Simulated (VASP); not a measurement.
Given:

```
CELL_PARAMETERS angstrom
      4.40918     0.00000     0.00000
      0.00000     4.40918     0.00000
      0.00000     0.00000     4.40918
ATOMIC_POSITIONS crystal
  Cs 0.00000 0.00000 0.00000
  I  0.50000 0.50000 0.50000
```

The numbers are results of LDA (Ceperley-Alder, Perdew-Zunger), VASP's LDA PAW potentials (set 64) (plane waves; VASP), not measurements. Run with 520 eV cut-off, 6×6×6 Γ-centred mesh, Gaussian smearing of 0.050 eV, potentials Cs_sv I.

Unless said otherwise, spin-orbit coupling is left out, though it shifts the bands of the heavy elements here.

Question: Estimate the energy per atom (σ→0), band gap (on the k-mesh) with the smallest direct gap where there is one.

Answer: 
* **band gap (on the k-mesh)**: 3.78 eV
* **smallest direct gap (on the k-mesh)**: 3.84 eV
* **energy per atom (σ→0)**: -3.094 eV/atom

Only differences to runs with the same potentials and settings are physical.

The compound is CsI in the CsCl type structure. It was relaxed first, which changed the volume by -10 %.
